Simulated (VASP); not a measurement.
An input for Quantum ESPRESSO's pw.x (written as the equivalent of a VASP run, and not itself run):

```
&CONTROL
  calculation = 'scf'
  pseudo_dir = './pseudo'
  outdir = './out'
  tprnfor = .true.
  tstress = .true.
/
&SYSTEM
  ibrav = 0
  nat = 2
  ntyp = 2
  ecutwfc = 80
  occupations = 'smearing'
  smearing = 'methfessel-paxton'
  degauss = 0.00735
  input_dft = 'pbesol'
/
&ELECTRONS
  conv_thr = 7.3e-09
  electron_maxstep = 100
/
ATOMIC_SPECIES
  In 114.818 In.upf
  Sb 121.760 Sb.upf
CELL_PARAMETERS angstrom
     0.0000000    3.2592005    3.2592005
     3.2592005    0.0000000    3.2592005
     3.2592005    3.2592005    0.0000000
ATOMIC_POSITIONS crystal
  In   1.0000000  1.0000000  1.0000000
  Sb   0.2500000  0.2500000  0.2500000
K_POINTS automatic
  10 10 10 0 0 0
```

Problem. Write the VASP files for the same calculation (PBEsol).

Solution. One answer among several that fit: 
File KPOINTS:
```
Automatic mesh
0
Gamma
10 10 10
0 0 0
```

POSCAR:
```
InSb
1
    0.0000000000     3.2592004851     3.2592004851
    3.2592004851     0.0000000000     3.2592004851
    3.2592004851     3.2592004851     0.0000000000
In Sb
1 1
Direct
  1.0000000000   1.0000000000   1.0000000000
  0.2500000000   0.2500000000   0.2500000000
```

### INCAR
```
SYSTEM = InSb
PREC = Accurate
ENCUT = 480
EDIFF = 1E-7
NELM = 100
ALGO = Normal
LREAL = .FALSE.
LASPH = .TRUE.
ISMEAR = 1
SIGMA = 0.1
GGA = PS
LMAXMIX = 4
LWAVE = .FALSE.
LCHARG = .FALSE.
ISIF = 2
```

POTCAR, in this order: In_d Sb (PBE.64 set). Program: vasp_std.

What does not carry over: the potentials are each code's own (VASP's PAW set, PseudoDojo norm-conserving files in pw.x), so ENCUT and ecutwfc are chosen apart and not converted; conv_thr bounds pw.x's estimated SCF error, while EDIFF bounds the energy change between steps.

The compound is InSb in the zinc blende structure. It was relaxed first.
